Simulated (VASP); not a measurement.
# 1T-PtSe2 monolayer under biaxial strain, part 7 of 7

Aim: strain 1T-PtSe2 monolayer in both directions of its plane and follow energy, thickness and gap.

VASP 6.6.1, plane waves and PAW; the level of theory is named at each step.

So far. Step 19 (Strained, atoms relaxed, biaxial strain 0.03): The run ended after 4 ionic steps, 0.039 eV below its first step, once the forces on the free atoms met EDIFFG = -0.015.

### Step 20. Strained, levels with spin-orbit coupling, biaxial strain 0.03

This step: PBE with D3(BJ), spin-orbit coupling; plane waves and PAW (Pt, Se) (VASP 6.6.1).

The input, INCAR:

```
SYSTEM = PtSe2
PREC = Normal
ENCUT = 350
EDIFF = 1E-06
NELM = 120
ISMEAR = 0
SIGMA = 0.03
LREAL = .FALSE.
ALGO = Fast
GGA = PE
IVDW = 12
LNONCOLLINEAR = .TRUE.
MAGMOM = 0 0 0 0 0 0 0 0 0
NBANDS = 34
GGA_COMPAT = .FALSE.
LASPH = .TRUE.
LSORBIT = .TRUE.
LMAXMIX = 4
LWAVE = .FALSE.
LCHARG = .FALSE.
KPAR = 4
IDIPOL = 3
LDIPOL = .TRUE.
DIPOL = 0.5 0.5 0.5
LVHAR = .TRUE.
LVACPOTAV = .TRUE.
```

The input, POSCAR:

```
PtSe2
1.0
    3.8139220254      0.0000000000      0.0000000000
   -1.9069610128      3.3029533621      0.0000000000
    0.0000000000      0.0000000000     22.0000000000
Pt Se
1 2
Direct
    0.0000000000      0.0000000000      0.5000000000
    0.3333333333      0.6666666667      0.4424666802
    0.6666666667      0.3333333333      0.5575333198
```

The input, KPOINTS:

```
Automatic mesh
0
Gamma
9 9 1
0 0 0
```

The input, KPOINTS_OPT:

```
Line mode
14
Line-mode
Reciprocal
  0.00000000   0.00000000   0.00000000 GAMMA
  0.50000000   0.00000000   0.00000000 M

  0.50000000   0.00000000   0.00000000 M
  0.33333333   0.33333333   0.00000000 K

  0.33333333   0.33333333   0.00000000 K
  0.00000000   0.00000000   0.00000000 GAMMA
```

Potentials, in the order of the species: Pt and Se (PBE family, release 64).

Launch:

```bash
mpirun -np 4 vasp_ncl
```

What it wrote:

```text
[... set-up lines as in an earlier step ...]
 entering main loop
       N       E                     dE             d eps       ncg     rms          rms(c)
DAV:   1     0.150226008720E+03    0.15023E+03   -0.58171E+03   824   0.691E+02
DAV:   2     0.380518581675E+01   -0.14642E+03   -0.13304E+03  1220   0.160E+02
DAV:   3    -0.151451122349E+02   -0.18950E+02   -0.18665E+02  1012   0.657E+01
DAV:   4    -0.155651786462E+02   -0.42007E+00   -0.41832E+00  1056   0.110E+01
[...]
RMM:  21    -0.146735594377E+02   -0.17403E-05   -0.61397E-08   491   0.107E-03    0.211E-04
RMM:  22    -0.146735607194E+02   -0.12817E-05   -0.55637E-08   487   0.103E-03    0.950E-05
RMM:  23    -0.146735609366E+02   -0.21716E-06   -0.17755E-08   425   0.919E-04
 [... a notice as in an earlier step ...]

   1 F= -.15526423E+02 E0= -.15526423E+02  d E =-.119437E-10  mag=    -0.0000     0.0000    -0.0000
 Start KPOINTS_OPT (optional k-point list driver)
k-point batch [1-12\42]
       N       E                     dE             ncg
DAV:   1    -0.926494098308E+02   -0.24896E+04      816
DAV:   2    -0.181574520632E+04   -0.17231E+04     1156
DAV:   3    -0.206525672001E+04   -0.24951E+03     1044
DAV:   4    -0.207089749735E+04   -0.56408E+01     1024
DAV:   5    -0.207101118155E+04   -0.11368E+00     1030
DAV:   6    -0.207101523603E+04   -0.40545E-02     1130
DAV:   7    -0.207101534759E+04   -0.11156E-03     1084
DAV:   8    -0.207101535327E+04   -0.56809E-05     1006
DAV:   9    -0.207101535362E+04   -0.34338E-06      736
[...]
k-point batch [37-42\42]
       N       E                     dE             ncg
DAV:   1     0.250153074546E+04   -0.40928E+03      432
DAV:   2     0.169581688174E+04   -0.80571E+03      564
DAV:   3     0.158133958837E+04   -0.11448E+03      520
DAV:   4     0.157843279805E+04   -0.29068E+01      536
DAV:   5     0.157837818512E+04   -0.54613E-01      516
DAV:   6     0.157837577201E+04   -0.24131E-02      618
DAV:   7     0.157837572039E+04   -0.51615E-04      564
DAV:   8     0.157837571779E+04   -0.25988E-05      514
DAV:   9     0.157837571764E+04   -0.15615E-06      412
```

Run time: 82 s. Hardware: 4 MPI ranks of AMD EPYC 7R43, shared host; peak memory 1.7 GiB; 5.4 min of CPU time.

Parts of OUTCAR (step 20):

```text
 Edisp (eV)   -0.85286

  Total      -1.97715    -1.97715     0.00337     0.00000     0.00000     0.00000
  in kB     -11.43020   -11.43020     0.01947     0.00000     0.00000     0.00000
  external pressure =       -7.61 kB  Pullay stress =        0.00 kB

 POSITION                                       TOTAL-FORCE (eV/Angst)
 -----------------------------------------------------------------------------------
      0.00000      0.00000     11.00000         0.000000      0.000000      0.000000
     -0.00000      2.20197      9.73427         0.000000     -0.000000     -0.035237
      1.90696      1.10098     12.26573        -0.000000      0.000000      0.035237
 -----------------------------------------------------------------------------------
    total drift:                                0.000000      0.000000      0.000000

  FREE ENERGIE OF THE ION-ELECTRON SYSTEM (eV)
  ---------------------------------------------------
  free  energy   TOTEN  =       -15.5264229342 eV

  energy  without entropy=      -15.5264229342  energy(sigma->0) =      -15.52642293

[... 2 parts as in an earlier step ...]

[... 1 further part left out ...]
[key lines of the parts left out:]
E-fermi :  -3.0959
```

On-site spin-orbit energy by atom:

| atom | on-site spin-orbit energy (eV) |
| --- | --- |
| Pt1 | -0.736 |
| Se2 | -0.031 |
| Se3 | -0.031 |

### Step 21. Strained, atoms relaxed, biaxial strain 0.04

This step: PBE with D3(BJ); plane waves and PAW (Pt, Se) (VASP 6.6.1).

The input, INCAR:

```
SYSTEM = PtSe2
PREC = Normal
ENCUT = 350
EDIFF = 1E-06
NELM = 120
ISMEAR = 0
SIGMA = 0.03
LREAL = .FALSE.
ALGO = Fast
GGA = PE
IVDW = 12
NBANDS = 17
LASPH = .TRUE.
LORBIT = 11
LWAVE = .FALSE.
LCHARG = .FALSE.
KPAR = 4
IBRION = 2
NSW = 30
ISIF = 2
EDIFFG = -0.015
POTIM = 0.4
MAXMIX = 40
IDIPOL = 3
LDIPOL = .TRUE.
DIPOL = 0.5 0.5 0.5
```

The input, POSCAR:

```
PtSe2
1.0
    3.8509503946      0.0000000000      0.0000000000
   -1.9254751974      3.3350208705      0.0000000000
    0.0000000000      0.0000000000     22.0000000000
Pt Se
1 2
Direct
    0.0000000000      0.0000000000      0.5000000000
    0.3333333333      0.6666666667      0.4396979050
    0.6666666667      0.3333333333      0.5603020950
```

KPOINTS is that of step 20.

Launch:

```bash
mpirun -np 4 vasp_std
```

What it wrote:

```text
[... set-up lines as in an earlier step ...]
 entering main loop
       N       E                     dE             d eps       ncg     rms          rms(c)
DAV:   1     0.144027189853E+03    0.14403E+03   -0.61164E+03   408   0.689E+02
DAV:   2    -0.256254940929E+00   -0.14428E+03   -0.13755E+03   623   0.155E+02
DAV:   3    -0.148018618798E+02   -0.14546E+02   -0.14459E+02   508   0.608E+01
DAV:   4    -0.150333048207E+02   -0.23144E+00   -0.23101E+00   509   0.875E+00
[...]
RMM:  19    -0.141889101394E+02   -0.41701E-05   -0.23223E-07   212   0.190E-03    0.604E-04
RMM:  20    -0.141889113188E+02   -0.11794E-05   -0.76684E-08   155   0.139E-03    0.346E-04
RMM:  21    -0.141889116959E+02   -0.37704E-06   -0.36116E-08   156   0.131E-03
   1 F= -.15016348E+02 E0= -.15016348E+02  d E =-.150163E+02
[...]
N       E                     dE             d eps       ncg     rms          rms(c)
DAV:   1    -0.142202506682E+02   -0.31339E-01   -0.15907E+00   418   0.649E+00    0.570E-01
[...]
2 F= -.15057070E+02 E0= -.15057070E+02  d E =-.407214E-01
 trial-energy change:   -0.040721  1 .order   -0.040611   -0.049874   -0.031347
 step:   2.5501(harm=  2.6919)  dis= 0.07911  next Energy=   -15.081778 (dE=-0.654E-01)
[...]
N       E                     dE             d eps       ncg     rms          rms(c)
DAV:   1    -0.142321395200E+02   -0.67459E-02   -0.38442E+00   408   0.101E+01    0.946E-01
RMM:   2    -0.142422360349E+02   -0.10097E-01   -0.12366E-01   408   0.192E+00    0.151E-01
RMM:   3    -0.142440496487E+02   -0.18136E-02   -0.18282E-02   411   0.748E-01    0.665E-02
RMM:   4    -0.142444208765E+02   -0.37123E-03   -0.29215E-03   416   0.328E-01    0.451E-02
RMM:   5    -0.142444485002E+02   -0.27624E-04   -0.56052E-04   418   0.154E-01    0.402E-02
RMM:   6    -0.142444646733E+02   -0.16173E-04   -0.14309E-04   413   0.769E-02    0.144E-02
RMM:   7    -0.142444600172E+02    0.46560E-05   -0.35373E-05   435   0.374E-02    0.110E-02
RMM:   8    -0.142444671160E+02   -0.70988E-05   -0.16263E-05   404   0.207E-02    0.106E-02
RMM:   9    -0.142444662754E+02    0.84062E-06   -0.22864E-06   300   0.969E-03
   3 F= -.15082491E+02 E0= -.15082491E+02  d E =-.661426E-01
[...]
reached required accuracy - stopping structural energy minimisation
```

Run time: 18 s. Hardware: 4 MPI ranks; peak memory 0.73 GiB.

From OUTCAR (step 21):

```text
 Edisp (eV)   -0.83168

 Edisp (eV)   -0.83802

  Total      -2.73398    -2.73398    -0.10854     0.00000     0.00000     0.00000
  in kB     -15.50303   -15.50303    -0.61549     0.00000     0.00000     0.00000
  external pressure =      -10.54 kB  Pullay stress =        0.00 kB

 POSITION                                       TOTAL-FORCE (eV/Angst)
 -----------------------------------------------------------------------------------
      0.00000      0.00000     11.00000         0.000000      0.000000      0.000000
     -0.00000      2.22335      9.75247        -0.000000      0.000000      0.014778
      1.92548      1.11167     12.24753         0.000000      0.000000     -0.014778
 -----------------------------------------------------------------------------------
    total drift:                               -0.000000      0.000000      0.000000

  FREE ENERGIE OF THE ION-ELECTRON SYSTEM (eV)
  ---------------------------------------------------
  free  energy   TOTEN  =       -15.0824908812 eV

  energy  without entropy=      -15.0824908812  energy(sigma->0) =      -15.08249088

[... 2 parts as in an earlier step ...]

[... 2 further parts left out ...]
[key lines of the parts left out:]
E-fermi :  -3.1564
```

The run ended after 3 ionic steps, 0.066 eV below its first step, once the forces on the free atoms met EDIFFG = -0.015.

### Step 22. Strained, levels with spin-orbit coupling, biaxial strain 0.04

This step: PBE with D3(BJ), spin-orbit coupling; plane waves and PAW (Pt, Se) (VASP 6.6.1).

The input, INCAR:

```
SYSTEM = PtSe2
PREC = Normal
ENCUT = 350
EDIFF = 1E-06
NELM = 120
ISMEAR = 0
SIGMA = 0.03
LREAL = .FALSE.
ALGO = Fast
GGA = PE
IVDW = 12
LNONCOLLINEAR = .TRUE.
MAGMOM = 0 0 0 0 0 0 0 0 0
NBANDS = 34
GGA_COMPAT = .FALSE.
LASPH = .TRUE.
LSORBIT = .TRUE.
LMAXMIX = 4
LWAVE = .FALSE.
LCHARG = .FALSE.
KPAR = 4
IDIPOL = 3
LDIPOL = .TRUE.
DIPOL = 0.5 0.5 0.5
LVHAR = .TRUE.
LVACPOTAV = .TRUE.
```

The input, POSCAR:

```
PtSe2
1.0
    3.8509503946      0.0000000000      0.0000000000
   -1.9254751974      3.3350208705      0.0000000000
    0.0000000000      0.0000000000     22.0000000000
Pt Se
1 2
Direct
    0.0000000000      0.0000000000      0.5000000000
    0.3333333333      0.6666666667      0.4432938962
    0.6666666667      0.3333333333      0.5567061038
```

KPOINTS is that of step 21.

KPOINTS_OPT is that of step 20.

Launch:

```bash
mpirun -np 4 vasp_ncl
```

What it wrote:

```text
[... set-up lines as in an earlier step ...]
 entering main loop
       N       E                     dE             d eps       ncg     rms          rms(c)
DAV:   1     0.149359357657E+03    0.14936E+03   -0.57734E+03   816   0.689E+02
DAV:   2     0.357524146072E+01   -0.14578E+03   -0.13580E+03  1238   0.157E+02
DAV:   3    -0.151654113241E+02   -0.18741E+02   -0.18525E+02  1044   0.650E+01
DAV:   4    -0.155392191242E+02   -0.37381E+00   -0.37256E+00  1072   0.103E+01
[...]
RMM:  21    -0.146443098888E+02   -0.17677E-05   -0.59320E-08   485   0.105E-03    0.216E-04
RMM:  22    -0.146443113653E+02   -0.14766E-05   -0.55856E-08   483   0.104E-03    0.101E-04
RMM:  23    -0.146443116140E+02   -0.24868E-06   -0.19529E-08   432   0.935E-04
 [... a notice as in an earlier step ...]

   1 F= -.15482336E+02 E0= -.15482336E+02  d E =-.508005E-16  mag=    -0.0000     0.0000     0.0000
 Start KPOINTS_OPT (optional k-point list driver)
k-point batch [1-12\42]
       N       E                     dE             ncg
DAV:   1    -0.126005474878E+03   -0.24588E+04      832
DAV:   2    -0.182571402660E+04   -0.16997E+04     1204
DAV:   3    -0.207280897476E+04   -0.24709E+03     1032
DAV:   4    -0.207855783354E+04   -0.57489E+01     1004
DAV:   5    -0.207868501847E+04   -0.12718E+00     1048
DAV:   6    -0.207868968362E+04   -0.46651E-02     1118
DAV:   7    -0.207868977956E+04   -0.95947E-04     1122
DAV:   8    -0.207868978382E+04   -0.42527E-05      982
DAV:   9    -0.207868978405E+04   -0.23229E-06      708
[...]
k-point batch [37-42\42]
       N       E                     dE             ncg
DAV:   1     0.249162385497E+04   -0.37707E+03      408
DAV:   2     0.167070312943E+04   -0.82092E+03      516
DAV:   3     0.153455013542E+04   -0.13615E+03      556
DAV:   4     0.153110167894E+04   -0.34485E+01      504
DAV:   5     0.153101428038E+04   -0.87399E-01      532
DAV:   6     0.153101154648E+04   -0.27339E-02      580
DAV:   7     0.153101146741E+04   -0.79072E-04      580
DAV:   8     0.153101146330E+04   -0.41075E-05      554
DAV:   9     0.153101146307E+04   -0.23545E-06      436
```

It took 84 s on 4 MPI ranks; peak memory 1.7 GiB.

Parts of OUTCAR (step 22):

```text
 Edisp (eV)   -0.83802

  Total      -2.65825    -2.65825    -0.03602     0.00000     0.00000    -0.00000
  in kB     -15.07358   -15.07358    -0.20423     0.00000     0.00000    -0.00000
  external pressure =      -10.12 kB  Pullay stress =        0.00 kB

 POSITION                                       TOTAL-FORCE (eV/Angst)
 -----------------------------------------------------------------------------------
      0.00000      0.00000     11.00000        -0.000000      0.000000      0.000000
     -0.00000      2.22335      9.75247         0.000000     -0.000000     -0.019100
      1.92548      1.11167     12.24753        -0.000000      0.000000      0.019100
 -----------------------------------------------------------------------------------
    total drift:                                0.000000     -0.000000      0.000000

  FREE ENERGIE OF THE ION-ELECTRON SYSTEM (eV)
  ---------------------------------------------------
  free  energy   TOTEN  =       -15.4823362200 eV

  energy  without entropy=      -15.4823362200  energy(sigma->0) =      -15.48233622

[... 2 parts as in an earlier step ...]

[... 1 further part left out ...]
[key lines of the parts left out:]
E-fermi :  -3.0845
```

### Step 23. All strains together

This step: monolayer under biaxial strain, PBE + D3(BJ); plane waves and PAW (VASP 6.6.1).

This step runs nothing: it gathers the runs above.

Numbers from this step:

| Item | Value |
| --- | --- |
| lattice a | 3.703 Å |

Gaps on mesh and path; the strain energy is without spin-orbit coupling. Strain series, by row:

| biaxial strain (%) | strain energy (J/m²) | thickness (Å) | gap with spin-orbit coupling (eV) | least direct gap (eV) | highest filled level below the vacuum (eV) |
| --- | --- | --- | --- | --- | --- |
| -4 | 0.1616 | 2.828 | 0.8041 | 1.258 | 5.057 |
| -3 | 0.0917 | 2.785 | 0.9328 | 1.317 | 5.163 |
| -2 | 0.04192 | 2.741 | 1.052 | 1.364 | 5.263 |
| -1 | 0.01132 | 2.696 | 1.108 | 1.396 | 5.357 |
| 0 | -3.91e-7 | 2.653 | 1.155 | 1.406 | 5.443 |
| 1 | 0.007231 | 2.615 | 1.189 | 1.386 | 5.522 |
| 2 | 0.03266 | 2.572 | 1.22 | 1.335 | 5.599 |
| 3 | 0.07557 | 2.531 | 1.21 | 1.266 | 5.636 |
| 4 | 0.1353 | 2.495 | 1.14 | 1.188 | 5.616 |

### Step 24. Outcome

```
lattice a : 3.70 Å
```

What this shows: The gap with spin-orbit coupling runs from 0.80 eV at -4 % to 1.14 eV at +4 %; the largest value among the strains run is 1.22 eV, at +2 %, and the band edges may change valleys between rows. Under tension its steps for each per cent are +34, +31, -10 and -70 meV. A cubic fit of the strain energy gives a curvature of 93 N/m in E = k ε², which is C11 + C12 for this hexagonal sheet. The sheet's thickness goes from 2.83 to 2.50 Å. Gaps are read on mesh and path and are too small at this level. The small cell can't ripple under compression.

[Lines on the potential files, build, host, timing and source positions are cut from VASP's logs without a mark.]

[Logs are printed without paths, hosts, clocks, repeated set-up lines and the standing remarks that a program may print on its own settings, such as how far it seeks lower states.]

[Hosts, paths, dates, database ids (printed as entryN), source tags and the programs' standing remarks are cut or masked in the printed files.]

[Runs that stopped without an error message from VASP are left out.]
